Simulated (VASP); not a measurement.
Consider the following.

```cif
data_Pb
_chemical_formula_sum 'Pb1'
_space_group_name_H-M_alt 'P 1'
_space_group_IT_number 1
_cell_length_a 3.53101
_cell_length_b 3.53101
_cell_length_c 3.53101
_cell_angle_alpha 60.000
_cell_angle_beta 60.000
_cell_angle_gamma 60.000
loop_
_space_group_symop_operation_xyz
  'x, y, z'
loop_
_atom_site_label
_atom_site_type_symbol
_atom_site_fract_x
_atom_site_fract_y
_atom_site_fract_z
_atom_site_occupancy
Pb1 Pb 0.00000 0.00000 0.00000 1
```

Method: r2SCAN meta-GGA, VASP's PBE PAW potentials (set 64) (plane waves; VASP 6.6.1). Settings: 520 eV cut-off, 13×13×13 Γ-centred mesh, first-order Methfessel-Paxton smearing of 0.10 eV, potentials Pb_d.

Question: Give the energy at these volumes per atom, relative to the lowest: 29.17, 30.10, 31.03, 31.97, 32.90 Å³.

Answer: 19.8, 5.2, 0.0, 3.1, 12.7 meV/atom. A third-order Birch-Murnaghan fit gives B0 = 45.2 GPa and B0′ = 5.0.

Measured: bulk modulus 47.0 GPa at 0 K (computed value off by -3.8 %), as given by H. Levämäki et al., Physical Review B (2014), arXiv:1402.3671 [corrected for temperature and zero-point phonon effects]; a 4.902 Å at 0 K (computed value off by +1.9 %), as given by Gábor I. Csonka et al., Physical Review B (2009), arXiv:0903.4037 [low-temperature or extrapolated to 0 K; zero-point anharmonic expansion removed].

The compound is Pb in the fcc structure. It was relaxed first.
